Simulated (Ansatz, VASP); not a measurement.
# Cross-check of Te (Tellurium) between VASP and Ansatz

One calculation is typed for both programs; each brings its own data sets. How far apart do they land? The cell is taken from a series of runs on this material, whose earlier steps may have relaxed, scaled, displaced or heated it; both programs get it as it stands.

Method: plane waves, with VASP 6.6.1 beside it; zone-centre phonons at PBEsol, in Ansatz 0.2.0.

## 1. The structure

Symmetry: P3_121, No. 152, trigonal system. Conventional cell: a = 4.386 Å, b = 4.386 Å, c = 5.780 Å, α = 90.00°, β = 90.00°, γ = 120.00°. Nearest to Te lie 2 Te at 2.90 Å.

## 2. VASP: zone-centre phonons, PBEsol

Second derivatives magnify differences that forces hide, and they need a tight electronic threshold.

Lines of VASP's logs that name or quote its potential files are left out, and so is its time.

Input file INCAR:

```
SYSTEM = Te
PREC = Accurate
ENCUT = 500
EDIFF = 1E-08
NELM = 120
ISMEAR = 1
SIGMA = 0.2
LREAL = .FALSE.
ALGO = Normal
GGA = PS
NBANDS = 15
LORBIT = 11
LWAVE = .FALSE.
LCHARG = .FALSE.
ISIF = 2
IBRION = 8
LASPH = .TRUE.
GGA_COMPAT = .FALSE.
KPAR = 2
```

Input file POSCAR:

```
Te
1.0
    4.3858630282      0.0000000000      0.0000000000
   -2.1929315141      3.7982688000      0.0000000000
    0.0000000000      0.0000000000      5.7801947134
Te
3
Direct
    0.2848254020      0.9999999975      0.3333333353
    0.9999999975      0.2848254020      0.6666666647
    0.7151746004      0.7151746004      0.0000000000
```

Input file KPOINTS:

```
Automatic mesh
0
Gamma
12 12 8
0 0 0
```

Potentials, in the order of the species: Te (PBE family, release 64).

The run is started by

```sh
> mpirun -np 2 vasp_std
```

Numbers of over 12 decimals in the logs are rounded to 6 here.

What it wrote:

```text
[banner, memory and clock lines left out]
running    2 mpi-ranks, on    1 nodes
 distrk:  each k-point on    1 cores,    2 groups
 distr:  one band on    1 cores,    1 groups

 POSCAR found type information on POSCAR Te
 POSCAR found :  1 types and       3 ions
|                                                                             |
|               ----> ADVICE to this user running VASP <----                  |
|                                                                             |
|     You enforced a specific xc type in the INCAR file but a different       |
|     [... a line on the potential file left out ...]
|     I HOPE YOU KNOW WHAT YOU ARE DOING!                                     |
|                                                                             |

 LDA part: xc-table for (Slater+PW92), standard interpolation
 POSCAR, INCAR and KPOINTS ok, starting setup
 FFT: planning ... GRIDC
 FFT: planning ... GRID_SOFT
 FFT: planning ... GRID
 WAVECAR not read
 entering main loop
       N       E                     dE             d eps       ncg     rms          rms(c)
DAV:   1     0.710919522889E+02    0.71092E+02   -0.63997E+03  3930   0.932E+02
DAV:   2    -0.594905334939E+01   -0.77041E+02   -0.73254E+02  5354   0.141E+02
DAV:   3    -0.105105316905E+02   -0.45615E+01   -0.45332E+01  4574   0.386E+01
DAV:   4    -0.105886218235E+02   -0.78090E-01   -0.78077E-01  5710   0.592E+00
DAV:   5    -0.105897921028E+02   -0.11703E-02   -0.11703E-02  5010   0.642E-01    0.139E+01
DAV:   6    -0.105725355093E+02    0.17257E-01   -0.11796E-02  5008   0.657E-01    0.862E+00
DAV:   7    -0.105665184404E+02    0.60171E-02   -0.24554E-02  4483   0.940E-01    0.238E-01
DAV:   8    -0.105661531860E+02    0.36525E-03   -0.41065E-03  4385   0.367E-01    0.114E-01
DAV:   9    -0.105661664584E+02   -0.13272E-04   -0.10735E-04  5653   0.712E-02    0.796E-02
DAV:  10    -0.105661697498E+02   -0.32914E-05   -0.13068E-05  4855   0.234E-02    0.108E-02
DAV:  11    -0.105661677710E+02    0.19787E-05   -0.51410E-06  4798   0.136E-02    0.403E-03
DAV:  12    -0.105661678834E+02   -0.11238E-06   -0.46627E-07  5358   0.408E-03    0.187E-03
DAV:  13    -0.105661678771E+02    0.63394E-08   -0.62037E-08  4819   0.156E-03
   1 F= -.10566168E+02 E0= -.10567422E+02  d E =0.376271E-02
 Linear response reoptimize wavefunctions to high precision
DAV:   1    -0.105661678848E+02   -0.77600E-08   -0.38197E-09  5074   0.370E-04
DAV:   2    -0.105661678849E+02   -0.61164E-10   -0.58136E-10  2966   0.143E-04
 Linear response DOF=           3
 Linear response progress:
  Degree of freedom:   1/  3
       N       E                     dE             d eps       ncg     rms          rms(c)
RMM:   1    -0.465061499095E-01   -0.46506E-01    0.38687E-02 21869   0.105E+00
RMM:   2    -0.449957020129E-01    0.15104E-02   -0.23892E-03 15036   0.279E-01    0.103E-01
RMM:   3    -0.449382705108E-01    0.57432E-04   -0.85049E-05 15932   0.587E-02    0.707E-02
RMM:   4    -0.448881583086E-01    0.50112E-04   -0.22685E-05 16226   0.253E-02    0.150E-02
RMM:   5    -0.448927261547E-01   -0.45678E-05   -0.75913E-07 16473   0.561E-03    0.754E-03
RMM:   6    -0.448998135422E-01   -0.70874E-05   -0.47804E-07 16324   0.245E-03    0.156E-03
RMM:   7    -0.448988773172E-01    0.93622E-06    0.60071E-07 16586   0.759E-04    0.462E-04
RMM:   8    -0.448978677398E-01    0.10096E-05    0.13405E-07 16646   0.273E-04    0.140E-04
RMM:   9    -0.448979939015E-01   -0.12616E-06   -0.87019E-08 17143   0.670E-05    0.725E-05
RMM:  10    -0.448979615054E-01    0.32396E-07   -0.10738E-08 16822   0.301E-05    0.270E-05
RMM:  11    -0.448979615844E-01   -0.79004E-10   -0.18155E-08 17278   0.162E-05    0.167E-05
 first order change of Fermi-energy  -0.50863E+00
 force on displaced ion       1 direction 1 :  -2.619   0.000   0.000
 Linear response progress:
  Degree of freedom:   2/  3
       N       E                     dE             d eps       ncg     rms          rms(c)
RMM:   1    -0.475602316155E-01   -0.47560E-01    0.33276E-02 39949   0.104E+00
RMM:   2    -0.462488402354E-01    0.13114E-02   -0.24466E-03 27391   0.278E-01    0.775E-02
RMM:   3    -0.461247349788E-01    0.12411E-03   -0.10550E-04 28859   0.612E-02    0.514E-02
RMM:   4    -0.460486859666E-01    0.76049E-04   -0.35329E-05 29366   0.279E-02    0.143E-02
RMM:   5    -0.460577825482E-01   -0.90966E-05   -0.22082E-06 29860   0.668E-03    0.739E-03
RMM:   6    -0.460701244752E-01   -0.12342E-04   -0.14036E-06 30005   0.229E-03    0.105E-03
RMM:   7    -0.460696336481E-01    0.49083E-06    0.84617E-07 30365   0.552E-04    0.708E-04
RMM:   8    -0.460694148977E-01    0.21875E-06    0.21781E-07 30233   0.214E-04    0.112E-04
RMM:   9    -0.460694331384E-01   -0.18241E-07    0.27248E-08 31335   0.593E-05    0.462E-05
RMM:  10    -0.460694472682E-01   -0.14130E-07   -0.12597E-08 30646   0.249E-05    0.514E-06
RMM:  11    -0.460694464657E-01    0.80246E-09   -0.97685E-09 32538   0.125E-05    0.679E-06
 first order change of Fermi-energy   0.54080E-04
 force on displaced ion       1 direction 2 :   0.002  -2.448  -0.410
 Linear response progress:
  Degree of freedom:   3/  3
       N       E                     dE             d eps       ncg     rms          rms(c)
RMM:   1    -0.567257559801E-01   -0.56726E-01    0.44865E-02 41841   0.108E+00
RMM:   2    -0.539894951876E-01    0.27363E-02   -0.29636E-03 27488   0.302E-01    0.241E-01
RMM:   3    -0.537573081961E-01    0.23219E-03   -0.44483E-04 28693   0.910E-02    0.168E-01
RMM:   4    -0.537192970075E-01    0.38011E-04   -0.14687E-05 29300   0.232E-02    0.806E-02
RMM:   5    -0.537101778011E-01    0.91192E-05   -0.56334E-06 29756   0.132E-02    0.405E-03
RMM:   6    -0.537127763119E-01   -0.25985E-05   -0.15722E-06 30197   0.291E-03    0.258E-03
RMM:   7    -0.537149162303E-01   -0.21399E-05   -0.51758E-07 29771   0.117E-03    0.618E-04
RMM:   8    -0.537148797105E-01    0.36520E-07   -0.11068E-07 30806   0.354E-04    0.283E-04
RMM:   9    -0.537150325661E-01   -0.15286E-06   -0.24105E-07 29855   0.137E-04    0.706E-05
RMM:  10    -0.537151284148E-01   -0.95849E-07   -0.15871E-07 32095   0.480E-05    0.145E-05
RMM:  11    -0.537151473476E-01   -0.18933E-07   -0.98515E-09 30994   0.181E-05    0.678E-06
RMM:  12    -0.537151440262E-01    0.33214E-08   -0.98188E-09 31334   0.100E-05    0.248E-06
 first order change of Fermi-energy   0.10368E-04
 force on displaced ion       1 direction 3 :  -0.002  -0.410  -5.039
 Linear response finished
```

From OUTCAR (step 2):

```text
ion  position               nearest neighbor table
   1  0.285  1.000  0.333-   2 2.90   3 2.90   2 3.35   2 3.35   3 3.35   3 3.35
   2  1.000  0.285  0.667-   1 2.90   3 2.90   1 3.35   1 3.35   3 3.35   3 3.35
   3  0.715  0.715  0.000-   1 2.90   2 2.90   1 3.35   2 3.35   2 3.35   1 3.35

  LATTYP: Found a hexagonal cell.
 ALAT       =     4.3858630282
 C/A-ratio  =     1.3179150093

 Subroutine GETGRP returns: Found  6 space group operations
 (whereof  2 operations were pure point group operations)

The static configuration has the point symmetry C_2 .
 The point group associated with its full space group is D_3 .

 Found    131 irreducible k-points:

   k-points           NKPTS =    131   k-points in BZ     NKDIM =    131   number of bands    NBANDS=     15

   dimension x,y,z NGX =    32 NGY =   32 NGZ =   42
   dimension x,y,z NGXF=    64 NGYF=   64 NGZF=   84

   ENCUT  =  500.0 eV  36.75 Ry    6.06 a.u.   8.00  8.00 10.54*2*pi/ulx,y,z

   NELECT =      18.0000    total number of electrons

 k-points in reciprocal lattice and weights: Automatic mesh
   0.00000000  0.00000000  0.00000000       0.001
   0.08333333  0.00000000  0.00000000       0.005
   0.16666667  0.00000000  0.00000000       0.005
   0.25000000  0.00000000  0.00000000       0.005
   0.33333333  0.00000000  0.00000000       0.005
   0.41666667 -0.00000000  0.00000000       0.005
   0.50000000  0.00000000  0.00000000       0.003
   0.08333333  0.08333333  0.00000000       0.005
   0.16666667  0.08333333  0.00000000       0.010
[...]
0.33333333  0.25000000  0.50000000       0.010
   0.33333333  0.33333333  0.50000000       0.002

 average (electrostatic) potential at core
       1 -88.2609       2 -88.2609       3 -88.2609

  Total        0.0312687      0.0312687      0.9079978     -0.0000000      0.0000000      0.0000000
  in kB        0.5202806      0.5202806     15.1081801     -0.0000000      0.0000000      0.0000000
  external PRESSURE =       5.3829138 kB  Pullay stress =       0.0000000 kB

  energy-cutoff  :      500.00
  volume of cell :       96.29
      direct lattice vectors                 reciprocal lattice vectors
     4.385863028  0.000000000  0.000000000     0.228005296  0.131638919  0.000000000
    -2.192931514  3.798268800  0.000000000     0.000000000  0.263277839  0.000000000
     0.000000000  0.000000000  5.780194713     0.000000000  0.000000000  0.173004553

 POSITION                                       TOTAL-FORCE (eV/Angst)
 -----------------------------------------------------------------------------------
     -0.94373      3.79827      1.92673         0.018204      0.000000     -0.000000
      3.76126      1.08184      3.85346        -0.009102      0.015766      0.000000
      1.56833      2.71643      0.00000        -0.009102     -0.015766     -0.000000
 -----------------------------------------------------------------------------------
    total drift:                               -0.000000      0.000008     -0.000000

 Eigenvectors and eigenvalues of the dynamical matrix
 ----------------------------------------------------

   1 f  =    3.848009 THz    24.177754 2PiTHz  128.355764 cm-1    15.914079 meV
             X         Y         Z           dx          dy          dz
     -0.943726  3.798269  1.926732     0.036274   -0.106118   -0.757720
      3.761260  1.081843  3.853463    -0.109991    0.021406    0.603732
      1.568329  2.716425  0.000000     0.073581    0.084314    0.153988

   2 f  =    3.848009 THz    24.177754 2PiTHz  128.355764 cm-1    15.914079 meV
             X         Y         Z           dx          dy          dz
     -0.943726  3.798269  1.926732     0.105853    0.036365    0.259660
      3.761260  1.081843  3.853463    -0.021671   -0.109900    0.526375
      1.568329  2.716425  0.000000    -0.084579    0.073672   -0.786035

   3 f  =    2.941000 THz    18.478849 2PiTHz   98.101207 cm-1    12.162994 meV
             X         Y         Z           dx          dy          dz
     -0.943726  3.798269  1.926732     0.577350    0.000000    0.000000
      3.761260  1.081843  3.853463    -0.288675    0.500000    0.000000
      1.568329  2.716425  0.000000    -0.288675   -0.500000   -0.000000

   4 f  =    2.768207 THz    17.393157 2PiTHz   92.337446 cm-1    11.448379 meV
             X         Y         Z           dx          dy          dz
     -0.943726  3.798269  1.926732     0.000000   -0.577350    0.000038
      3.761260  1.081843  3.853463     0.500000    0.288675    0.000038
      1.568329  2.716425  0.000000    -0.500000    0.288675    0.000038

   5 f  =    2.463904 THz    15.481166 2PiTHz   82.186995 cm-1    10.189884 meV
             X         Y         Z           dx          dy          dz
     -0.943726  3.798269  1.926732    -0.416318   -0.384005    0.107423
      3.761260  1.081843  3.853463    -0.124381    0.552540    0.047152
      1.568329  2.716425  0.000000     0.540722   -0.168557   -0.154574

   6 f  =    2.463904 THz    15.481166 2PiTHz   82.186995 cm-1    10.189884 meV
             X         Y         Z           dx          dy          dz
     -0.943726  3.798269  1.926732    -0.383990    0.416334   -0.116466
      3.761260  1.081843  3.853463     0.552555    0.124397    0.151264
      1.568329  2.716425  0.000000    -0.168543   -0.540707   -0.034798

   7 f/i=    0.000182 THz     0.001145 2PiTHz    0.006078 cm-1     0.000754 meV
             X         Y         Z           dx          dy          dz
     -0.943726  3.798269  1.926732     0.000000    0.000038    0.577350
      3.761260  1.081843  3.853463    -0.000033   -0.000019    0.577350
      1.568329  2.716425  0.000000     0.000033   -0.000019    0.577350

   8 f/i=    0.000935 THz     0.005873 2PiTHz    0.031176 cm-1     0.003865 meV
             X         Y         Z           dx          dy          dz
     -0.943726  3.798269  1.926732    -0.116889   -0.565359    0.000187
      3.761260  1.081843  3.853463    -0.116846   -0.565407   -0.000127
      1.568329  2.716425  0.000000    -0.116910   -0.565420   -0.000060

   9 f/i=    0.000935 THz     0.005873 2PiTHz    0.031176 cm-1     0.003865 meV
             X         Y         Z           dx          dy          dz
     -0.943726  3.798269  1.926732     0.565432   -0.116874    0.000039
      3.761260  1.081843  3.853463     0.565384   -0.116917    0.000143
      1.568329  2.716425  0.000000     0.565370   -0.116854   -0.000182

 ELASTIC MODULI CONTR FROM IONIC RELAXATION (kBar)
 Direction    XX          YY          ZZ          XY          YZ          ZX
 --------------------------------------------------------------------------------
 XX        -216.8136    -93.2020   -211.1134      0.0000    -99.4584     -0.0000
 YY         -93.2020   -216.8136   -211.1134     -0.0000     99.4584     -0.0000
 ZZ        -211.1134   -211.1134   -287.5267      0.0000     -0.0000     -0.0000
 XY           0.0000      0.0000     -0.0000    -62.0075      0.0000    -97.8766
 YZ         -99.4584     99.4584     -0.0000      0.0000   -171.6532      0.0000
 ZX           0.0000     -0.0000     -0.0000    -97.8766      0.0000   -167.4885
 --------------------------------------------------------------------------------
```

[end of part 1 of 2]

[Lines on the potential files, build, host, timing and source positions are cut from VASP's logs without a mark.]

[Logs are printed without paths, hosts, clocks, repeated set-up lines and the standing remarks that a program may print on its own settings, such as how far it seeks lower states.]

[Hosts, paths, dates, database ids (printed as entryN), source tags and the programs' standing remarks are cut or masked in the printed files.]
